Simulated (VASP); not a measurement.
# TiGa11As12 (a cell with a defect) in VASP: further runs

The runs below take TiGa11As12 (a cell with a defect) through single point, relaxation of the atoms, with PBEsol+U.

All numbers are computed with VASP 6.6.1; they aren't measurements. Logs are shortened: lines on timing, memory, paths and dates and some standing lists are left out, and cuts for length are marked.

**1. Starting point**

The cell holds a defect, 24 atoms: a = 11.993 Å, b = 7.996 Å, c = 7.996 Å, α = 60.00°, β = 60.00°, γ = 60.00°.

**2. Single point, PBEsol+U, collinear spin, zero start**

Input file INCAR:

```
PREC = Accurate
ENCUT = 350
EDIFF = 1E-5
ISMEAR = 0
SIGMA = 0.03
LREAL = Auto
LASPH = True
NELM = 120
ALGO = Normal
ISIF = 2
LWAVE = False
LCHARG = False
ISPIN = 2
MAGMOM = 0 0 0 0 0 0 0 0 0 0 0 0 0 0 0 0 0 0 0 0 0 0 0 0
LORBIT = 11
NUPDOWN = 0
LMAXMIX = 4
LDAU = True
LDAUTYPE = 2
LDAUL = 2 -1 -1
LDAUU = 3 0 0
LDAUJ = 0 0 0
LDAUPRINT = 1
GGA = PS
NBANDS = 130
NELECT = 216.0
ISYM = 0
KPAR = 4
```

Input file KPOINTS:

```
Automatic mesh
0
Gamma
  2 3 3
```

Input file POSCAR:

```
TiGa11As12                              
1.0
    0.0000000000      8.4805500000      8.4805500000
    5.6537000000      0.0000000000      5.6537000000
    5.6537000000      5.6537000000      0.0000000000
  Ti              Ga              As            
     1    11    12
Direct
     0.9868228933179070    0.0090710784219056    0.0044177211576692
     0.0024183149389905    0.9975509727484014    0.4985553757025024
     0.0034068648895037    0.4960147905272856    0.0034825860741101
     0.0030684555361021    0.4969748850463181    0.4959389561351072
     0.3325574193729763    0.0007516826622592    0.0041363624109914
     0.3347019198161537    0.9995499654489781    0.4989167475967642
     0.3345072282586680    0.4972546684485927    0.0022379750766228
     0.3308371507728735    0.5015771757573013    0.5036084001489104
     0.6688281017596814    0.9963898517686494    0.9985349993750104
     0.6621512873448810    0.9993148325845042    0.5091566576557633
     0.6634179549919528    0.5068821755328458    0.0005277100261394
     0.6658480692157560    0.5010646435617954    0.5021469388545736
     0.0845730795629651    0.1203346066941651    0.1237500801478724
     0.0846512897548793    0.1207295822059702    0.6261545972881183
     0.0848212211606829    0.6321609523754910    0.1196701921418601
     0.0816535366369080    0.6235856178993564    0.6282566790902024
     0.4193056402806504    0.1227899186259448    0.1240567086191674
     0.4128193160049838    0.1261829937207508    0.6308412060377442
     0.4139030838916671    0.6278483178053451    0.1281748122796229
     0.4161938929558497    0.6246864562873792    0.6270525859409490
     0.7342920948582338    0.1329296654378674    0.1352594381017364
     0.7515405824908820    0.1257605477396372    0.6246090490883061
     0.7522758011285848    0.6230888982656710    0.1268213086336105
     0.7509218010582702    0.6244087204335931    0.6255969124166337
```

Potentials or basis: VASP PAW PBE potentials, release 64 (Ti_sv, Ga_d, As).

Launch:

```
$ cat potpaw_PBE.64/Ti_sv/POTCAR potpaw_PBE.64/Ga_d/POTCAR potpaw_PBE.64/As/POTCAR > POTCAR
$ mpirun -np 4 vasp_std > vasp.out
```

OUTCAR:

```text
PREC = Accurate
   ENCUT = 350
   EDIFF = 1E-5
   ISMEAR = 0
   LREAL = Auto
   LASPH = True
   NELM = 120
   ISIF = 2
   ISPIN = 2
   LORBIT = 11
   NUPDOWN = 0
   GGA = PS
   NELECT = 216.0
   ISYM = 0

 ion  position               nearest neighbor table
   1  0.987  0.009  0.004-  15 2.47  13 2.47  21 2.47  14 2.47
   2  0.002  0.998  0.499-  16 2.44  14 2.44  13 2.45  22 2.46
   3  0.003  0.496  0.003-  15 2.45  16 2.45  13 2.45  23 2.46
   4  0.003  0.497  0.496-  14 2.46  15 2.46  16 2.46  24 2.47
   5  0.333  0.001  0.004-  13 2.43  17 2.43  19 2.43  18 2.44
   6  0.335  1.000  0.499-  17 2.45  20 2.45  14 2.45  18 2.45
[... 16 lines left out ...]
  23  0.752  0.623  0.127-   9 2.44  12 2.45  11 2.45   3 2.46
  24  0.751  0.624  0.626-  12 2.44  11 2.45  10 2.45   4 2.47

IMPORTANT INFORMATION: All symmetrisations will be switched off!
NOSYMM: (Re-)initialisation of all symmetry stuff for point group C_1.

----------------------------------------------------------------------------------------

                                     Primitive cell

  volume of cell :     542.1501

  direct lattice vectors                    reciprocal lattice vectors
     0.000000000  8.480550000  8.480550000    -0.058958440  0.058958440  0.058958440
     5.653700000  0.000000000  5.653700000     0.088437660 -0.088437660  0.088437660
     5.653700000  5.653700000  0.000000000     0.088437660  0.088437660 -0.088437660

  length of vectors
    11.993308826  7.995539218  7.995539218     0.102119014  0.153178521  0.153178521

  position of ions in fractional coordinates (direct lattice)
     0.986822893  0.009071078  0.004417721
     0.002418315  0.997550973  0.498555376
     0.003406865  0.496014791  0.003482586
     0.003068456  0.496974885  0.495938956
     0.332557419  0.000751683  0.004136362
     0.334701920  0.999549965  0.498916748
[... 16 lines left out ...]
     0.752275801  0.623088898  0.126821309
     0.750921801  0.624408720  0.625596912

  ion indices of the primitive-cell ions
   primitive index   ion index
                 1           1
                 2           2
                 3           3
                 4           4
                 5           5
                 6           6
[... 16 lines left out ...]
                23          23
                24          24

----------------------------------------------------------------------------------------

 KPOINTS: Automatic mesh

Automatic generation of k-mesh.
 Grid dimensions read from file:
 generate k-points for:    2    3    3

 Generating k-lattice:

  Cartesian coordinates                     Fractional coordinates (reciprocal lattice)
    -0.029479220  0.029479220  0.029479220     0.500000000  0.000000000  0.000000000
     0.029479220 -0.029479220  0.029479220     0.000000000  0.333333333  0.000000000
     0.029479220  0.029479220 -0.029479220     0.000000000  0.000000000  0.333333333

  Length of vectors
     0.051059507  0.051059507  0.051059507

  Shift w.r.t. Gamma in fractional coordinates (k-lattice)
     0.000000000  0.000000000  0.000000000

 WARNING: IBZKPT: internal override: KBLOWUP is changed to .FALSE.
      ... skipping the blow-up phase ...

 Subroutine IBZKPT returns following result:
 ===========================================

 Found     10 irreducible k-points:

 Following reciprocal coordinates:
            Coordinates               Weight
  0.000000  0.000000  0.000000      1.000000
  0.500000  0.000000  0.000000      1.000000
  0.000000  0.333333  0.000000      2.000000
  0.500000  0.333333  0.000000      2.000000
  0.000000  0.000000  0.333333      2.000000
  0.500000  0.000000  0.333333      2.000000
  0.000000  0.333333  0.333333      2.000000
[... 36 lines left out ...]
   ISMEAR =     0;   SIGMA  =   0.03  broadening in eV -4-tet -1-fermi 0-gaus
   EFERMI_NEDOS =   21; number of points for ismear=-14 and -15
   IALGO  =     38    algorithm
   IMIX   =      4    mixing-type and parameters
     AMIX     =   0.40;   BMIX     =  1.00
     AMIX_MAG =   1.60;   BMIX_MAG =  1.00
  volume/ion in A,a.u.               =      22.59       152.44
  Fermi-wavevector in a.u.,A,eV,Ry     =   1.204628  2.276417 19.743799  1.451128
  Thomas-Fermi vector in A             =   2.340347
   LORBIT       =     11    0 simple, 1 ext, 2 COOP (PROOUT), +10 PAW based schemes
 LDA+U is selected, type is set to LDAUTYPE =  2
   angular momentum for each species LDAUL =     2   -1   -1
   U (eV)           for each species LDAUU =   3.0  0.0  0.0
   J (eV)           for each species LDAUJ =   0.0  0.0  0.0
   GGA     = PS    functional components
   LHFCALC =     F    Hartree Fock is set to
   AEXX    =    0.0000 exact exchange contribution
   IVDW    =     0    specifies the selected vdW correction
   LEPSILON=     F    determine dielectric tensor
   LRPA    =     F    only Hartree local field effects (RPA)
 spin polarized calculation
 Gauss-broadening in eV      SIGMA  =   0.03
  energy-cutoff  :      350.00
  volume of cell :      542.15
 maximum number of plane-waves:      8106
 NGX is ok and might be reduce to    80
   NGX = 37   NGY = 25   NGZ = 25

 number of electron     215.9999971 magnetization       0.0000000

atom =   1  type =  1  l = 2

 onsite density matrix

spin component  1

  0.1795  0.0011 -0.0058  0.0025  0.0015
  0.0011  0.1758 -0.0067 -0.0003  0.0068
 -0.0058 -0.0067  0.2134  0.0034 -0.0038
  0.0025 -0.0003  0.0034  0.1793  0.0056
  0.0015  0.0068 -0.0038  0.0056  0.2049

spin component  2

  0.1795  0.0010 -0.0056  0.0026 -0.0003
  0.0010  0.1753 -0.0037 -0.0004  0.0071
 -0.0056 -0.0037  0.2024  0.0026  0.0057
  0.0026 -0.0004  0.0026  0.1791  0.0060
 -0.0003  0.0071  0.0057  0.0060  0.2095

 occupancies and eigenvectors

  o =  0.1727  v =  0.0000  0.0000  0.0000  0.0000  0.0000  0.1806 -0.8936 -0.0961 -0.3184  0.2414      0.0000  0.0000  0.0000  0.0000  0.0000  0.0000  0.0000  0.0000  0.0000  0.0000
  o =  0.1732  v = -0.1170  0.9276  0.0944  0.2551 -0.2279  0.0000  0.0000  0.0000  0.0000  0.0000      0.0000  0.0000  0.0000  0.0000  0.0000  0.0000  0.0000  0.0000  0.0000  0.0000
  o =  0.1754  v = -0.6439 -0.2633 -0.2144  0.6825 -0.0658  0.0000  0.0000  0.0000  0.0000  0.0000      0.0000  0.0000  0.0000  0.0000  0.0000  0.0000  0.0000  0.0000  0.0000  0.0000
  o =  0.1755  v =  0.0000  0.0000  0.0000  0.0000  0.0000 -0.6616 -0.3327 -0.2420  0.6269 -0.0063      0.0000  0.0000  0.0000  0.0000  0.0000  0.0000  0.0000  0.0000  0.0000  0.0000
  o =  0.1810  v = -0.7399  0.1241 -0.0210 -0.6416  0.1581  0.0000  0.0000  0.0000  0.0000  0.0000      0.0000  0.0000  0.0000  0.0000  0.0000  0.0000  0.0000  0.0000  0.0000  0.0000
  o =  0.1811  v =  0.0000  0.0000  0.0000  0.0000  0.0000 -0.6917  0.1489 -0.1018 -0.6891  0.1191      0.0000  0.0000  0.0000  0.0000  0.0000  0.0000  0.0000  0.0000  0.0000  0.0000
  o =  0.2020  v =  0.0000  0.0000  0.0000  0.0000  0.0000 -0.2174 -0.2362  0.8521 -0.0300 -0.4122      0.0000  0.0000  0.0000  0.0000  0.0000  0.0000  0.0000  0.0000  0.0000  0.0000
  o =  0.2055  v =  0.0132 -0.1075 -0.4000 -0.2394 -0.8780  0.0000  0.0000  0.0000  0.0000  0.0000      0.0000  0.0000  0.0000  0.0000  0.0000  0.0000  0.0000  0.0000  0.0000  0.0000
  o =  0.2145  v =  0.0000  0.0000  0.0000  0.0000  0.0000 -0.0632  0.1132  0.4424  0.1729  0.8704      0.0000  0.0000  0.0000  0.0000  0.0000  0.0000  0.0000  0.0000  0.0000  0.0000
  o =  0.2177  v = -0.1549 -0.2082  0.8858  0.0147 -0.3844  0.0000  0.0000  0.0000  0.0000  0.0000      0.0000  0.0000  0.0000  0.0000  0.0000  0.0000  0.0000  0.0000  0.0000  0.0000

 number of electron     215.9999971 magnetization      -0.0000000

 Free energy of the ion-electron system (eV)
  ---------------------------------------------------
  ext. energy  EPLUGINS =         0.00000000
  ---------------------------------------------------
  free energy    TOTEN  =      -106.02094569 eV

  energy without entropy =     -106.01886480  energy(sigma->0) =     -106.01990524

 E-fermi :   4.8464     XC(G=0):  -9.8272

 val. band max:        4.8279367765   @ k =   0.5000   0.3333   0.3333
 cond. band min:       4.8531725655   @ k =   0.0000   0.0000   0.0000
 fundamental gap:      0.0252357890
 Fermi energy:         4.8366572434

 spin component 1

 k-point     1 :       0.0000    0.0000    0.0000
  band No.  band energies     occupation
      1     -53.1407      1.00000
      2     -29.5515      1.00000
      3     -29.5184      1.00000
      4     -29.5133      1.00000
      5     -11.0400      1.00000
      6     -11.0266      1.00000
[... 1219 lines left out ...]
    119       7.3400      0.00000
    120       7.4142      0.00000
 Fermi energy:         4.8464117766

 spin component 2

 k-point     1 :       0.0000    0.0000    0.0000
  band No.  band energies     occupation
      1     -53.1342      1.00000
      2     -29.5470      1.00000
      3     -29.5133      1.00000
      4     -29.5035      1.00000
      5     -11.0401      1.00000
      6     -11.0266      1.00000
[... 1219 lines left out ...]
    119       7.3400      0.00000
    120       7.4140      0.00000
 [bands above 120 left out]

------------------------ aborting loop because EDIFF is reached ----------------------------------------

  FORCE on cell =-STRESS in cart. coord.  units (eV):
  Direction    XX          YY          ZZ          XY          YZ          ZX
  --------------------------------------------------------------------------------------
  -------------------------------------------------------------------------------------
  Total       13.0177519     12.7974554     12.7456839      0.0405648     -0.0850281      0.1732050
  in kB       38.4704298     37.8194034     37.6664067      0.1198782     -0.2512775      0.5118603
  external PRESSURE =      37.9854133 kB  Pullay stress =       0.0000000 kB

 VOLUME and BASIS-vectors are now :
 -----------------------------------------------------------------------------
  energy-cutoff  :      350.00
  volume of cell :      542.15
      direct lattice vectors                 reciprocal lattice vectors
     0.000000000  8.480550000  8.480550000    -0.058958440  0.058958440  0.058958440
     5.653700000  0.000000000  5.653700000     0.088437660 -0.088437660  0.088437660
     5.653700000  5.653700000  0.000000000     0.088437660  0.088437660 -0.088437660

 POSITION                                       TOTAL-FORCE (eV/Angst)
 -----------------------------------------------------------------------------------
      0.07626      8.39378      8.42009        -0.036148      0.020335      0.047705
      8.45854      2.83919      5.66036         0.009795     -0.021843      0.094314
      2.82401      0.04858      2.83321        -0.030081      0.070278     -0.017744
      5.61364      2.82991      2.83577        -0.063313      0.032512      0.020431
      0.02764      2.84366      2.82452         0.034886     -0.061680     -0.045516
      8.47188      5.65918      8.48961         0.050275     -0.055695     -0.010128
[... 16 lines left out ...]
      4.23977      7.09672      9.90247        -0.018532     -0.023596     -0.042911
      7.06716      9.90517      9.89845         0.030426     -0.015535     -0.002904
 -----------------------------------------------------------------------------------
    total drift:                                0.001184      0.004033     -0.005246

  FREE ENERGIE OF THE ION-ELECTRON SYSTEM (eV)
  ---------------------------------------------------
  free  energy   TOTEN  =      -106.0209456854 eV

  energy  without entropy=     -106.0188648042  energy(sigma->0) =     -106.01990524

 total charge

# of ion       s       p       d       tot
------------------------------------------
    1        2.216   6.126   1.879  10.221
    2        0.905   0.801   9.995  11.701
    3        0.906   0.795   9.993  11.695
    4        0.908   0.785   9.991  11.684
    5        0.898   0.825   9.998  11.721
    6        0.904   0.801   9.994  11.698
[... 16 lines left out ...]
   23        1.216   1.596   0.033   2.845
   24        1.216   1.595   0.033   2.845
--------------------------------------------------
tot         26.706  34.299 112.229 173.235

 magnetization (x)

# of ion       s       p       d       tot
------------------------------------------
    1        0.000  -0.000   0.009   0.009
    2        0.000   0.000  -0.000   0.000
    3       -0.001  -0.000   0.000  -0.001
    4       -0.000   0.000  -0.000  -0.000
    5       -0.000  -0.000  -0.000  -0.000
    6       -0.000  -0.000  -0.000  -0.001
[... 16 lines left out ...]
   23       -0.000  -0.000  -0.000  -0.000
   24       -0.000  -0.000  -0.000  -0.000
--------------------------------------------------
tot         -0.004  -0.002   0.009   0.003
```

It took 7.1 min on 4 MPI ranks of Intel Xeon 6975P-C (Granite Rapids), shared host; peak memory 0.93 GiB.

Results:

```yaml
Free_energy: -106.0209 eV
Largest_force: 0.097 eV/Å
Net_moment: 0.00 μB per cell
Valence_electrons_inside_the_program's_atomic_spheres: Ti 10.22; Ga 11.70, 11.68, 11.72, 11.71; As 2.88, 2.85, 2.90
```

Forces in eV/Å, atoms in the order of the input:
```
Ti  -0.036  0.020  0.048
Ga   0.010 -0.022  0.094
Ga  -0.030  0.070 -0.018
Ga  -0.063  0.033  0.020
Ga   0.035 -0.062 -0.046
Ga   0.050 -0.056 -0.010
Ga   0.035 -0.014 -0.022
Ga  -0.035  0.009  0.004
Ga   0.035 -0.057 -0.015
Ga   0.008  0.009  0.048
Ga   0.002  0.042 -0.015
Ga  -0.031  0.010  0.008
As   0.014 -0.079 -0.016
As   0.076  0.055 -0.004
As   0.014  0.017 -0.032
As  -0.008 -0.024 -0.035
As  -0.032  0.035  0.004
As  -0.014  0.018 -0.004
As  -0.008  0.002  0.024
As  -0.013  0.011  0.012
As   0.004  0.049  0.054
As  -0.024 -0.027 -0.054
As  -0.019 -0.024 -0.043
As   0.030 -0.016 -0.003
```

Eigenvalues of the final occupation matrices:
```
    site  spin  trace               eigenvalues
site 1 d     1   0.95  0.17 0.18 0.18 0.21 0.22
site 1 d     2   0.95  0.17 0.18 0.18 0.20 0.21
```

Caveat: the cell is charged against a uniform background, so pressure and absolute levels hang on convention; the cutoff is under 1.25 times the usual one of these potentials, so pressure, stress and relaxed cells hold a basis-set (Pulay) error; the PAW data sets were made with another functional, which shifts forces and pressure a little; the total moment is fixed, so each spin has its own Fermi level; the U is typed as a test and isn't derived for this compound. The state reached can hang on the start; a lower one may exist.

**3. Single point, PBEsol+U, collinear spin, ferromagnetic start**

INCAR, as its differences from that of step 2:

```diff
@@ -13,5 +13,5 @@
 ISPIN = 2
-MAGMOM = 0 0 0 0 0 0 0 0 0 0 0 0 0 0 0 0 0 0 0 0 0 0 0 0
+MAGMOM = 2 0 0 0 0 0 0 0 0 0 0 0 0 0 0 0 0 0 0 0 0 0 0 0
 LORBIT = 11
-NUPDOWN = 0
+NUPDOWN = 2
 LMAXMIX = 4
@@ -27,2 +27,2 @@
 ISYM = 0
-KPAR = 4
+KPAR = 2
```

Input file KPOINTS:

```
Automatic mesh
0
Gamma
  2 2 2
```

POSCAR is that of step 2.

Potentials or basis: VASP PAW PBE potentials, release 64 (Ti_sv, Ga_d, As).

Launch:

```
$ cat potpaw_PBE.64/Ti_sv/POTCAR potpaw_PBE.64/Ga_d/POTCAR potpaw_PBE.64/As/POTCAR > POTCAR
$ mpirun -np 4 vasp_std > vasp.out
```

Run time: 4.7 min. Hardware: 4 MPI ranks of Intel Xeon 6975P-C (Granite Rapids), shared host; peak memory 0.53 GiB.

The run converged. Its results:

```yaml
Free_energy: -105.7097 eV
Largest_force: 0.590 eV/Å
Net_moment: 2.00 μB per cell
Site_moments: Ti +1.24; Ga +0.02, +0.03, +0.01; As -0.01, +0.01 μB
Valence_electrons_inside_the_program's_atomic_spheres: Ti 10.31; Ga 11.70, 11.69, 11.68, 11.72, 11.71; As 2.89, 2.88, 2.85, 2.86, 2.90
```

Forces on the atoms (eV/Å):
```
Ti  -0.014  0.004  0.067
Ga   0.017 -0.047  0.237
Ga  -0.025  0.204 -0.043
Ga  -0.238  0.023  0.011
Ga   0.137 -0.114 -0.094
Ga   0.077 -0.139 -0.029
Ga   0.061 -0.036 -0.103
Ga  -0.065 -0.004 -0.007
Ga   0.222 -0.044  0.000
Ga  -0.027 -0.162  0.087
Ga  -0.036  0.080 -0.186
Ga  -0.034 -0.021 -0.023
As   0.320  0.188  0.246
As  -0.156 -0.283  0.345
As  -0.229  0.388 -0.382
As  -0.046 -0.049 -0.063
As  -0.098  0.053  0.020
As  -0.013  0.063 -0.011
As  -0.005 -0.003  0.068
As  -0.019  0.054  0.051
As   0.225 -0.205 -0.198
As  -0.049  0.041 -0.059
As  -0.044 -0.026  0.023
As   0.041  0.038  0.044
```

Eigenvalues of the final occupation matrices:
| site | spin | trace | eigenvalues |
| --- | --- | --- | --- |
| site 1 d | 1 | 1.61 | 0.15 0.15 0.15 0.48 0.68 |
| site 1 d | 2 | 0.39 | 0.02 0.02 0.11 0.12 0.12 |

Caveat: the k mesh is coarse (spacing up to 0.48 Å⁻¹), so the values aren't converged; the cell is charged against a uniform background, so pressure and absolute levels hang on convention; the cutoff is under 1.25 times the usual one of these potentials, so pressure, stress and relaxed cells hold a basis-set (Pulay) error; the PAW data sets were made with another functional, which shifts forces and pressure a little; the total moment is fixed, so each spin has its own Fermi level; the U is typed as a test and isn't derived for this compound. The state reached can hang on the start; a lower one may exist.

[end of part 1 of 2]
